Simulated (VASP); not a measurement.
Consider the following.

```
CELL_PARAMETERS angstrom
      0.00000     2.74890     2.74890
      2.74890     0.00000     2.74890
      2.74890     2.74890     0.00000
ATOMIC_POSITIONS crystal
  Cd 0.00000 0.00000 0.00000
  F  0.25000 0.25000 0.25000
  F  0.75000 0.75000 0.75000
```

All values below come from PBE GGA, VASP's PBE PAW potentials (set 64) (plane waves; VASP). Numerical set-up: 520 eV cut-off, 6×6×6 Γ-centred mesh, Gaussian smearing of 0.050 eV, potentials Cd F.

**Question.** What does the run give for the energy per atom (σ→0)?

**Answer.** 
```yaml
energy per atom (σ→0): -3.635 eV/atom
```

The absolute energy has meaning only against runs of the same code, potentials and settings.

The compound is CdF2 in the fluorite structure. The cell was not relaxed at this level.
